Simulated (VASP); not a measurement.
Computed with r2SCAN meta-GGA, VASP's PBE PAW potentials (set 64) (plane waves; VASP).

Input for VASP

**INCAR**
```
! general
SYSTEM  = Pb
PREC    = Accurate
ENCUT   = 400   ! plane-wave cut-off (eV)
LREAL   = F   ! projection in real space or not
LASPH   = T   ! aspherical one-centre terms

! electronic loop
EDIFF   = 1E-7   ! SCF stop (eV)
NELM    = 100
ALGO    = Normal   ! blocked Davidson
LMAXMIX = 4   ! l cut-off of mixed one-centre charges
LMIXTAU = T

! smearing
ISMEAR  = -5   ! tetrahedra, Bloechl

! functional
METAGGA = R2SCAN

! ions
ISIF    = 2   ! forces and stress, cell fixed

! output
LWAVE   = F
LCHARG  = F
LORBIT  = 11   ! lm-projected
NEDOS   = 601
```

File KPOINTS:
```
Automatic mesh
0
Gamma
13 13 13
0 0 0
```

**POSCAR**
```
Pb
1
    3.2059174774     0.0000000000    -0.0000000000
   -0.0000000000     3.2059174774     0.0000000000
   -0.0000000000    -0.0000000000     3.2059174774
Pb
1
Direct
  0.0000000000   0.0000000000   0.0000000000
```

### KPOINTS_OPT
```
k-points along high-symmetry lines
10
Line-mode
Reciprocal
  0.000000   0.000000   0.000000 ! GAMMA
  0.000000   0.500000   0.000000 ! X

  0.000000   0.500000   0.000000 ! X
  0.500000   0.500000   0.000000 ! M

  0.500000   0.500000   0.000000 ! M
  0.000000   0.000000   0.000000 ! GAMMA

  0.000000   0.000000   0.000000 ! GAMMA
  0.500000   0.500000   0.500000 ! R

  0.500000   0.500000   0.500000 ! R
  0.000000   0.500000   0.000000 ! X

  0.500000   0.500000   0.500000 ! R
  0.500000   0.500000   0.000000 ! M
```

POTCAR, in this order: Pb_d (PBE.64 set). Program: vasp_std.

The run wrote:

File OUTCAR:
```
 ion  position               nearest neighbor table
   1  0.000  0.000  0.000-
  LATTYP: Found a simple cubic cell.
 ALAT       =     3.2059174774
 Subroutine PRICEL returns:
 Original cell was already a primitive cell.
 Subroutine GETGRP returns: Found 48 space group operations
The static configuration has the point symmetry O_h .
The dynamic configuration has the point symmetry O_h .
 Subroutine INISYM returns: Found 48 space group operations
 Subroutine IBZKPT returns following result:
 Found     84 irreducible k-points:

 Following reciprocal coordinates:
            Coordinates               Weight
  0.000000  0.000000  0.000000      1.000000
  0.076923  0.000000  0.000000      6.000000
  0.153846  0.000000  0.000000      6.000000
  0.230769  0.000000  0.000000      6.000000
  0.307692  0.000000  0.000000      6.000000
  0.384615  0.000000  0.000000      6.000000
  0.461538  0.000000  0.000000      6.000000
  0.076923  0.076923  0.000000     12.000000
  0.153846  0.076923  0.000000     24.000000
  0.230769  0.076923  0.000000     24.000000
  0.307692  0.076923  0.000000     24.000000
  0.384615  0.076923  0.000000     24.000000
  0.461538  0.076923  0.000000     24.000000
  0.153846  0.153846  0.000000     12.000000
  0.230769  0.153846  0.000000     24.000000
  0.307692  0.153846  0.000000     24.000000
  0.384615  0.153846  0.000000     24.000000
  0.461538  0.153846  0.000000     24.000000
  0.230769  0.230769  0.000000     12.000000
  0.307692  0.230769  0.000000     24.000000
  0.384615  0.230769  0.000000     24.000000
  0.461538  0.230769  0.000000     24.000000
  0.307692  0.307692  0.000000     12.000000
  0.384615  0.307692  0.000000     24.000000
  0.461538  0.307692  0.000000     24.000000
  0.384615  0.384615  0.000000     12.000000
  0.461538  0.384615  0.000000     24.000000
  0.461538  0.461538  0.000000     12.000000
  0.076923  0.076923  0.076923      8.000000
  0.153846  0.076923  0.076923     24.000000
  0.230769  0.076923  0.076923     24.000000
  0.307692  0.076923  0.076923     24.000000
  0.384615  0.076923  0.076923     24.000000
  0.461538  0.076923  0.076923     24.000000
  0.153846  0.153846  0.076923     24.000000
  0.230769  0.153846  0.076923     48.000000
  0.307692  0.153846  0.076923     48.000000
  0.384615  0.153846  0.076923     48.000000
  0.461538  0.153846  0.076923     48.000000
  0.230769  0.230769  0.076923     24.000000
   k-points           NKPTS =     84   k-points in BZ     NKDIM =     84   number of bands    NBANDS=     11
   number of dos      NEDOS =    601   number of ions     NIONS =      1
   total plane-waves  NPLWV =  13824
   dimension x,y,z NGX =    24 NGY =   24 NGZ =   24
   dimension x,y,z NGXF=    48 NGYF=   48 NGZF=   48
   ions per type =               1
   PREC   = accura    normal or accurate (medium, high low for compatibility)
   ISTART =      0    job   : 0-new  1-cont  2-samecut
   ICHARG =      2    charge: 1-file 2-atom 10-const
   ISPIN  =      1    spin polarized calculation?
   LNONCOLLINEAR =      F non collinear calculations
   LSORBIT =      F    spin-orbit coupling
   INIWAV =      1    electr: 0-lowe 1-rand  2-diag
   ENCUT  =  400.0 eV  29.40 Ry    5.42 a.u.   5.23  5.23  5.23*2*pi/ulx,y,z
   NELM   =    100;   NELMIN=  2; NELMDL= -5     # of ELM steps
   EDIFF  = 0.1E-06   stopping-criterion for ELM
   LREAL  =      F    real-space projection
   NLSPLINE    = F    spline interpolate recip. space projectors
   LMAXMIX     =    4 max onsite mixed and CHGCAR
   VOSKOWN=      0    Vosko Wilk Nusair interpolation
...
```

OSZICAR:
```
       N       E                     dE             d eps       ncg     rms          rms(c)
DAV:   1     0.434423726281E+02    0.43442E+02   -0.65554E+03  1857   0.124E+03
DAV:   2    -0.549348866224E+02   -0.98377E+02   -0.96709E+02  1884   0.310E+02
DAV:   3    -0.595032435994E+02   -0.45684E+01   -0.45245E+01  2259   0.794E+01
DAV:   4    -0.596163646718E+02   -0.11312E+00   -0.11318E+00  2209   0.141E+01
DAV:   5    -0.596212032461E+02   -0.48386E-02   -0.48419E-02  2371   0.256E+00    0.124E+00
DAV:   6    -0.561139186430E+02    0.35073E+01   -0.16539E+00  2109   0.301E+01    0.765E-01
DAV:   7    -0.560887997030E+02    0.25119E-01   -0.12284E-01  1878   0.596E+00    0.352E-01
DAV:   8    -0.561125505093E+02   -0.23751E-01   -0.82316E-02  1851   0.241E+00    0.210E-01
DAV:   9    -0.561436767748E+02   -0.31126E-01   -0.12903E-02  1950   0.190E+00    0.111E-01
DAV:  10    -0.561471134132E+02   -0.34366E-02   -0.14453E-03  1926   0.445E-01    0.736E-02
DAV:  11    -0.561477922630E+02   -0.67885E-03   -0.20306E-03  2177   0.838E-01    0.134E-02
DAV:  12    -0.561477657570E+02    0.26506E-04   -0.10805E-04  1926   0.159E-01    0.204E-02
DAV:  13    -0.561475542609E+02    0.21150E-03   -0.37063E-05  2025   0.107E-01    0.118E-02
DAV:  14    -0.561478201685E+02   -0.26591E-03   -0.65692E-05  1878   0.125E-01    0.130E-03
DAV:  15    -0.561478383787E+02   -0.18210E-04   -0.32104E-06  1986   0.168E-02    0.151E-03
DAV:  16    -0.561478402307E+02   -0.18520E-05   -0.14335E-07  2131   0.342E-03    0.152E-03
DAV:  17    -0.561478411917E+02   -0.96094E-06   -0.97131E-09  1116   0.151E-03    0.142E-03
DAV:  18    -0.561478477835E+02   -0.65918E-05   -0.85822E-07  1878   0.148E-02    0.275E-04
DAV:  19    -0.561478477120E+02    0.71503E-07   -0.23079E-08  1104   0.218E-03
   1 F= -.56147848E+02 E0= -.56147848E+02  d E =0.000000E+00
       N       E                     dE             ncg
```

OUTCAR:
```
------------------------ aborting loop because EDIFF is reached ----------------------------------------
  FORCE on cell =-STRESS in cart. coord.  units (eV):
  Direction    XX          YY          ZZ          XY          YZ          ZX
  --------------------------------------------------------------------------------------
  Total        0.0183392      0.0183392      0.0183392     -0.0000000     -0.0000000      0.0000000
  in kB        0.8917328      0.8917328      0.8917328     -0.0000000     -0.0000000      0.0000000
  external PRESSURE =       0.8917328 kB  Pullay stress =       0.0000000 kB
  volume of cell :       32.95
      direct lattice vectors                 reciprocal lattice vectors
     3.205917477  0.000000000  0.000000000     0.311923188  0.000000000  0.000000000
     0.000000000  3.205917477  0.000000000     0.000000000  0.311923188  0.000000000
     0.000000000  0.000000000  3.205917477     0.000000000  0.000000000  0.311923188
 POSITION                                       TOTAL-FORCE (eV/Angst)
 -----------------------------------------------------------------------------------
      0.00000      0.00000      0.00000         0.000000      0.000000      0.000000
 -----------------------------------------------------------------------------------
    total drift:                               -0.000000     -0.000000      0.000000
  FREE ENERGIE OF THE ION-ELECTRON SYSTEM (eV)
  ---------------------------------------------------
  free  energy   TOTEN  =       -56.1478477120 eV

  energy  without entropy=      -56.1478477120  energy(sigma->0) =      -56.14784771

 total charge

# of ion       s       p       d       tot
------------------------------------------
    1        1.335   0.847   9.793  11.974
```
(Selected blocks of OUTCAR.)

For a metal the tetrahedron method with Blöchl corrections gives inexact stress and forces.

The structure was generated: Pb was put into the simple-cubic type (Pm-3m), which need not be its known phase. It was relaxed first.
